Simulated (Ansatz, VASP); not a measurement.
## Cross-check of SnSe2 (1T-SnSe2 3 layers, AB) between VASP and Ansatz

Aim: how closely do two programs agree when they are given the same cell, functional and k mesh? The structure shown is the start of the Ansatz relaxation below; VASP solves that cell, so the two are compared at the walk's first step.

Main program and level: Ansatz 0.2.0; plane waves, with VASP 6.6.1 beside it; single point at PBE with D3(BJ).

**1. The structure**

The cell holds 9 atoms: 6 Se and 3 Sn. Cell: a = 3.870 Å, b = 3.870 Å, c = 56.031 Å, α = 90.0°, β = 90.0°, γ = 120.0°. Vacuum lies along c.

**2. Ansatz: relaxation, PBE with D3(BJ)**

Ansatz runs on its default PAW (the set named soft_2) files.

The two programs are compared at the cell with which this relaxation starts, whose forces are those of its first step.

The input, input.yaml:

```yaml
crystal:
  lattice:
    - [3.87, 0.0, 0.0]
    - [-1.935, 3.3515183126, 0.0]
    - [0.0, 0.0, 56.0314671298]
  atoms:
    - { symbol: Se, position: [0.6666666667, 0.3333333333, 0.3881747367] }
    - { symbol: Sn, position: [0.0, 0.0, 0.4070078063] }
    - { symbol: Se, position: [0.3333333333, 0.6666666667, 0.4258408759] }
    - { symbol: Se, position: [0.0, 0.0, 0.4811669304] }
    - { symbol: Sn, position: [0.3333333333, 0.6666666667, 0.5] }
    - { symbol: Se, position: [0.6666666667, 0.3333333333, 0.5188330696] }
    - { symbol: Se, position: [0.6666666667, 0.3333333333, 0.5741591241] }
    - { symbol: Sn, position: [0.0, 0.0, 0.5929921937] }
    - { symbol: Se, position: [0.3333333333, 0.6666666667, 0.6118252633] }
  periodic: [true, true, false]
kpoints:
  mp_grid: { grid: [12, 12, 1] }
hamiltonian:
  xc: pbe
  dispersion: d3bj
scf:
  occupations: { method: fermi_dirac, width: 0.05 }
  convergence: { dr2_threshold: 1.0e-09 }
relax:
  f_tol: 0.004
  max_steps: 90
  cell: {}
output:
  write_potential: true
  write_density: true
  volumetric_format: npy
```

On the command line:

```bash
> ansatz run input.yaml --threads 4 --pin off --max-ram 8192MiB --backend cpu --events-out ev --progress --plain --runs-dir out
```

Numbers of over 12 decimals in the logs are rounded to 6 here.

The program printed:

```text
Warning: relax.cell: scf.convergence.dr2_threshold = 1e-9 eV is looser than the 1.77281560641e-10 eV advised for a relaxation that steers and ends on the stress (1e-10 eV for each atom of the cell: 9, times the square of relax.cell.stress_2d_tol = 0.05 N/m over 22.5 Å (the atoms' height at the walk's start and 5 Å past either face), 2.219e-2 GPa, over a crystal's default 0.05). What an SCF threshold leaves in a stress goes as its square root, and in the free energy as the threshold itself, and one threshold admits the most on a small cell: [figures from the program's tests cut] Set scf.convergence.dr2_threshold to 1.77281560641e-10 eV or tighter. [rest of the remark cut]
Engine: ansatz 0.2.0, aarch64-unknown-linux-gnu
Pseudopotentials: kind: paw
Pseudopotential: Se, paw, valence charge 16, recommended cutoff 420 eV (normal), Se.paw.azcp
Pseudopotential: Sn, paw, valence charge 14, recommended cutoff 420 eV (normal), Sn.paw.azcp
Functional definition: PBE
  parameter kappa = 0.804
  parameter beta = 0.066725
  exchange = pbe_x(kappa = kappa, mu = beta*pi^2/3)
  correlation = pbe_c(beta = beta)
Crystal: 9 atoms, lattice volume = 726.749 Å³
Basis set: ecut = 420 eV, 14335 PW (Γ), exchange–correlation on 54×54×750 points (8 copies of the dense FFT grid, shifted against one another)
Bands: 83, of which v1, the nominal top of the filled ones, is band 69 counted from 1 (68 counted from 0)
Symmetry: 6 space group operations
Space group: P3m1 (ITA 156), of the structure as read, at distance tolerance 9.0e-5 Å
k-points: 19 of 144 (time reversal used)
Non-local potential: Se, projectors of the file, l = 0: 2, l = 1: 2, l = 2: 3, l = 3: 1
Non-local potential: Sn, projectors of the file, l = 0: 2, l = 1: 2, l = 2: 2, l = 3: 2
PAW form: soft (Blöchl's): semilocal exchange-correlation on the pseudo side does not see the compensation charge
PAW one-centre angular grid: Se, 590 points (default); XC on 64 Gauss nodes
PAW one-centre angular grid: Sn, 590 points (default); XC on 64 Gauss nodes
Initial density: superposition of atomic densities (neutral atoms: chi_scale 0, normalization atom), corrected by the library's trained network
Initial wavefunctions: pseudopotential atomic-orbital guess
Functional: x = pbe(κ = 0.804, μ = 0.219515), c = pbe(β = 0.066725)
SCF iter   1: F=—  HF=-50884.409952 eV  |F-HF|=—  |Δ(HF+E_count)|=         —  Δρ=2.29e-3  dr2=7.17e-2  ethr=1.77e-3  ⟨swp⟩=13.5  Hψ=9445  notcnv=0  defer=38
preconditioner: auto → LDOS  [metal: Δε(μ)=0.114 eV  Ē_g=16.923 eV  σ=0.050 eV  W_gap=0.48  n_scr=126 (ndim 8)  ℏωp=12.2 eV  f_vac=0.715  D(μ)=0.42/eV (n_scr^D=4)  β→1.0]
SCF iter   2: F=—  HF=-50884.453285 eV  |F-HF|=—  |Δ(HF+E_count)|=   4.33e-2  Δρ=2.61e-3  dr2=3.42e-1  ethr=5.20e-5  ⟨swp⟩=4.9  Hψ=4679  notcnv=0  defer=104
SCF iter   3: F=—  HF=-50884.418270 eV  |F-HF|=—  |Δ(HF+E_count)|=   3.50e-2  Δρ=1.45e-3  dr2=1.95e-1  ethr=5.20e-5  ⟨swp⟩=4.9  Hψ=3650  notcnv=0  defer=103
SCF iter   4: F=—  HF=-50884.392564 eV  |F-HF|=—  |Δ(HF+E_count)|=   2.57e-2  Δρ=2.90e-4  dr2=5.62e-3  ethr=5.20e-5  ⟨swp⟩=4.1  Hψ=2808  notcnv=0  defer=83
SCF iter   5: F=—  HF=-50884.391746 eV  |F-HF|=—  |Δ(HF+E_count)|=   8.19e-4  Δρ=8.71e-5  dr2=4.05e-4  ethr=4.08e-6  ⟨swp⟩=3.1  Hψ=2596  notcnv=0  defer=84
SCF iter   6: F=—  HF=-50884.391693 eV  |F-HF|=—  |Δ(HF+E_count)|=   5.30e-5  Δρ=2.95e-5  dr2=1.44e-5  ethr=2.93e-7  ⟨swp⟩=3.2  Hψ=2509  notcnv=0  defer=84
SCF iter   7: F=—  HF=-50884.391746 eV  |F-HF|=—  |Δ(HF+E_count)|=   5.40e-5  Δρ=1.24e-5  dr2=1.37e-6  ethr=1.04e-8  ⟨swp⟩=3.5  Hψ=3314  notcnv=0  defer=84
SCF iter   8: F=—  HF=-50884.391719 eV  |F-HF|=—  |Δ(HF+E_count)|=   2.78e-5  Δρ=4.26e-6  dr2=2.22e-7  ethr=9.95e-10  ⟨swp⟩=3.4  Hψ=3159  notcnv=0  defer=84
SCF iter   9: F=—  HF=-50884.391719 eV  |F-HF|=—  |Δ(HF+E_count)|=   1.35e-7  Δρ=1.40e-6  dr2=3.75e-8  ethr=1.61e-10  ⟨swp⟩=3.2  Hψ=2972  notcnv=0  defer=84
SCF iter  10: F=—  HF=-50884.391719 eV  |F-HF|=—  |Δ(HF+E_count)|=   1.74e-8  Δρ=5.00e-7  dr2=5.10e-9  ethr=2.72e-11  ⟨swp⟩=3.1  Hψ=2567  notcnv=0  defer=84
SCF iter  11: F=-50884.391719 eV  HF=-50884.391719 eV  |F-HF|=2.42e-9  |Δ(HF+E_count)|=   8.19e-9  Δρ=1.80e-7  dr2=5.19e-10  ethr=1.00e-12  ⟨swp⟩=12.2  Hψ=11505  notcnv=0
SCF 1 converged in 11 iterations: F = -50884.391719 eV  dr2 = 5.19e-10
  greatest PAW one-centre occupation: 1.000 electrons in one spin orbital (limit 2), on the Se atom at site 2 (counted from 0), in its partial waves of l = 2
[...]
WARN: The output density's exchange-correlation potential varies sharply where the density is thin. Do not read a vacuum level from v_tot or v_xc, or from such a field of the output density. On a cell that repeats whose density bears no net charge and no dipole along the vacuum's axis use v_es (v_loc + v_h of the components); under efield.dipole_correction with no amplitude use v_es + v_field, which holds any externa [...]
SCF converged after 5 iterations
Free energy (F): -50892.813524 eV
Harris-Foulkes:  -50892.813524 eV  (|F-HF|=1.02e-10)
Internal energy: -50892.812855 eV  (E = F + TS)
E sigma→0 (E₀):  -50892.813190 eV
Entropy (-TS):   -0.000669 eV (-0.074 meV/atom)
Fermi energy:    -5.650304 eV
--- Per-component energies (eV) ---
  E_band       = -4499.286628
  E_kinetic    = 1272.541060
  E_local      = -1057762.281045  (includes V_loc(G=0)·N_el)
  E_nonlocal   = -3667.215296
  E_hartree    = 528152.415222
  E_xc         = -1768.241482
  E_vxc        = -872.231583  (∫ρ·V_xc dr)
  E_paw        = -23891.351335  (= ΣΔE_a)
  E_vpaw       = 225.072762  (= ΣTr[D̂ρ^β])
  E_aug_tail   = -0.003677  (compensation charges beyond the density's cutoff)
  E_ewald      = 506774.085274
  E_disp       = -2.761578  (pairwise vdW)
  E_smearing   = -0.000669  (= −TS)
  E_closure    = -0.000000  (closes the sum)
  Σ components = -50892.813524   (vs F -50892.813524, Δ=0.00e0)
--- Forces (eV/Å), atoms counted from 1 ---
  atom   1  Se     0.00000000     0.00000000    -0.00021158
  atom   2  Sn     0.00000000     0.00000000    -0.00000038
  atom   3  Se    -0.00000000    -0.00000000    -0.00001344
  atom   4  Se     0.00000000     0.00000000     0.00006540
  atom   5  Sn     0.00000000    -0.00000000     0.00002047
  atom   6  Se    -0.00000000    -0.00000000     0.00037733
  atom   7  Se     0.00000000     0.00000000    -0.00029446
  atom   8  Sn     0.00000000     0.00000000    -0.00004455
  atom   9  Se    -0.00000000    -0.00000000     0.00010199
  max |Σ_I F_I| component: 7.74e-7 eV/Å
--- 2D stress c σ (N/m, compression-positive) ---
        0.001864       0.000000      -0.000000
        0.000000       0.001864      -0.000000
       -0.000000      -0.000000       0.000000
  P = ½ c Tr σ = 0.0019 N/m
--- Band table (eV; the first three rows and the last of 19) ---
  k-point 0: bands = [... 65 lower, -6.0417, -6.0417, -6.0097, -6.0097, -4.7011, -4.2323, -3.7314, -2.8676, ... 10 higher]
  k-point 1: bands = [... 65 lower, -6.2722, -6.0571, -5.9803, -5.9398, -4.2196, -3.8861, -3.5448, -2.4362, ... 10 higher]
  k-point 2: bands = [... 65 lower, -6.3068, -6.0805, -5.9851, -5.9289, -3.8321, -3.7132, -3.6065, -2.2424, ... 10 higher]
  k-point 18: bands = [... 65 lower, -6.9313, -6.8765, -6.8658, -6.5169, -4.2118, -4.1656, -4.1344, -1.3091, ... 10 higher]
  the weakly bound empty levels are not read free of the cell's end (no_gap_told)
--- Relaxed structure (16 steps of the walk, 16 accepted, 2 SCFs on fresh bases) ---
  F+E_penalty+E_count = -50892.81352399 eV   max|allowed force component| = 3.772e-4 eV/Å   (the final SCF, on the basis selected at the relaxed cell)
  cell:  # Å, volume = 709.1228 Å³
    - [3.822781, -1.747455611498488e-18, 0]
    - [-1.911390, 3.310625, 0]
    - [0, 0, 56.0314671298]
  atoms:
    - { symbol: Se, position: [0.666667, 0.333333, 0.356472] }
    - { symbol: Sn, position: [1.1783671176407615e-17, 0, 0.385016] }
    - { symbol: Se, position: [0.333333, 0.666667, 0.413541] }
    - { symbol: Se, position: [7.23572872524843e-18, 0, 0.467663] }
    - { symbol: Sn, position: [0.333333, 0.666667, 0.496198] }
    - { symbol: Se, position: [0.666667, 0.333333, 0.524765] }
    - { symbol: Se, position: [0.666667, 0.333333, 0.590185] }
    - { symbol: Sn, position: [-1.3820318765003213e-17, 0, 0.618786] }
    - { symbol: Se, position: [0.333333, 0.666667, 0.647376] }
```

The column dr2 measures how far the density is from self-consistency, as an energy; F and HF (Harris–Foulkes) agree once it is small.

**3. VASP: single point, PBE with D3(BJ), start cell**

The same cell, functional, mesh and smearing now go to VASP, with its own data sets.

Lines of VASP's logs that name or quote its potential files are left out, and so is its time.

The input, INCAR:

```
SYSTEM = SnSe2
PREC = Accurate
ENCUT = 400
EDIFF = 1E-06
NELM = 120
ISMEAR = -1
SIGMA = 0.05
LREAL = .FALSE.
ALGO = Normal
GGA = PE
IVDW = 12
NBANDS = 48
LORBIT = 11
LWAVE = .FALSE.
LCHARG = .FALSE.
ISIF = 2
LDIPOL = .TRUE.
IDIPOL = 3
DIPOL = 0.5 0.5 0.5
LVHAR = .TRUE.
LASPH = .TRUE.
GGA_COMPAT = .FALSE.
EFERMI = MIDGAP
NELMDL = -8
KPAR = 2
```

The input, POSCAR:

```
SnSe2
1.0
    3.8700000000      0.0000000000      0.0000000000
   -1.9350000000      3.3515180000      0.0000000000
    0.0000000000      0.0000000000     56.0314670000
Se Sn
6 3
Direct
    0.6666667164      0.3333334328      0.3881747376
    0.3333334328      0.6666668656      0.4258408762
    0.0000000000      0.0000000000      0.4811669307
    0.6666667164      0.3333334328      0.5188330693
    0.6666667164      0.3333334328      0.5741591238
    0.3333334328      0.6666668656      0.6118252624
    0.0000000000      0.0000000000      0.4070078158
    0.3333334328      0.6666668656      0.5000000089
    0.0000000000      0.0000000000      0.5929922020
```

The input, KPOINTS:

```
Automatic mesh
0
Gamma
12 12 1
0 0 0
```

PAW data sets: Se and Sn_d (PBE family, release 64).

On the command line:

```bash
> mpirun -np 2 vasp_std
```

The program printed:

```text
[banner, memory and clock lines left out]
running    2 mpi-ranks, on    1 nodes
 distrk:  each k-point on    1 cores,    2 groups
 distr:  one band on    1 cores,    1 groups

 POSCAR found type information on POSCAR SeSn
 POSCAR found :  2 types and       9 ions
 LDA part: xc-table for (Slater+PW92), standard interpolation
|                                                                             |
|           W    W    AA    RRRRR   N    N  II  N    N   GGGG   !!!           |
|           W    W   A  A   R    R  NN   N  II  NN   N  G    G  !!!           |
|           W    W  A    A  R    R  N N  N  II  N N  N  G       !!!           |
|           W WW W  AAAAAA  RRRRR   N  N N  II  N  N N  G  GGG   !            |
|           WW  WW  A    A  R   R   N   NN  II  N   NN  G    G                |
|           W    W  A    A  R    R  N    N  II  N    N   GGGG   !!!           |
|                                                                             |
|     One of the lattice vectors is very long (>50 A), but AMIN is rather     |
|     large. This can spoil convergence since charge sloshing might occur     |
|     along the long lattice vector. If problems with convergence are         |
|     observed, try to decrease AMIN to a smaller value (e.g. 0.01).          |
|     Note: This warning only applies if the self-consistency cycle is        |
|     used.                                                                   |
|                                                                             |

 POSCAR, INCAR and KPOINTS ok, starting setup
 FFT: planning ... GRIDC
 FFT: planning ... GRID_SOFT
 FFT: planning ... GRID
 WAVECAR not read
 entering main loop
       N       E                     dE             d eps       ncg     rms          rms(c)
DAV:   1     0.655704246020E+03    0.65570E+03   -0.29470E+04  2176   0.112E+03
DAV:   2     0.586737710197E+02   -0.59703E+03   -0.58502E+03  2304   0.282E+02
DAV:   3    -0.243918917834E+02   -0.83066E+02   -0.82109E+02  2256   0.133E+02
DAV:   4    -0.278509568525E+02   -0.34591E+01   -0.34426E+01  2256   0.303E+01
DAV:   5    -0.279497216955E+02   -0.98765E-01   -0.98702E-01  2472   0.480E+00
DAV:   6    -0.279532131589E+02   -0.34915E-02   -0.34911E-02  2496   0.910E-01
DAV:   7    -0.279533638601E+02   -0.15070E-03   -0.15069E-03  2768   0.169E-01
DAV:   8    -0.279533679545E+02   -0.40944E-05   -0.40944E-05  2552   0.272E-02    0.132E+01
DAV:   9    -0.267404111462E+02    0.12130E+01   -0.18581E+00  2544   0.115E+01    0.820E+00
DAV:  10    -0.265777158407E+02    0.16270E+00   -0.15736E+00  2464   0.636E+00    0.134E+00
DAV:  11    -0.265407920338E+02    0.36924E-01   -0.31213E-01  2392   0.478E+00    0.503E-01
DAV:  12    -0.265420768758E+02   -0.12848E-02   -0.16118E-02  2256   0.692E-01    0.263E-01
DAV:  13    -0.265419199407E+02    0.15694E-03   -0.30302E-03  2504   0.581E-01    0.156E-01
DAV:  14    -0.265421137806E+02   -0.19384E-03   -0.76688E-04  2168   0.152E-01    0.596E-02
[...]
DAV:  21    -0.265423632523E+02   -0.17096E-04   -0.27895E-07  1400   0.216E-03    0.130E-03
DAV:  22    -0.265423992633E+02   -0.36011E-04   -0.24313E-06  1560   0.334E-03    0.924E-04
DAV:  23    -0.265424018005E+02   -0.25372E-05   -0.11706E-07  1368   0.144E-03    0.588E-04
DAV:  24    -0.265424035094E+02   -0.17089E-05   -0.36462E-08  1312   0.915E-04    0.477E-04
DAV:  25    -0.265424085096E+02   -0.50002E-05   -0.11130E-07  1368   0.702E-04    0.170E-04
DAV:  26    -0.265424103564E+02   -0.18469E-05   -0.18614E-08  1352   0.487E-04    0.122E-04
DAV:  27    -0.265424119183E+02   -0.15619E-05   -0.15755E-08  1328   0.342E-04    0.129E-04
DAV:  28    -0.265424127991E+02   -0.88071E-06   -0.10907E-08  1320   0.339E-04
   1 F= -.29771384E+02 E0= -.29769191E+02  d E =-.438525E-02
```

(Continued in part 2 of 2.)

[Lines on the potential files, build, host, timing and source positions are cut from VASP's logs without a mark.]

[Logs are printed without paths, hosts, clocks, repeated set-up lines and the standing remarks that a program may print on its own settings, such as how far it seeks lower states.]

[Hosts, paths, dates, database ids (printed as entryN), source tags and the programs' standing remarks are cut or masked in the printed files.]
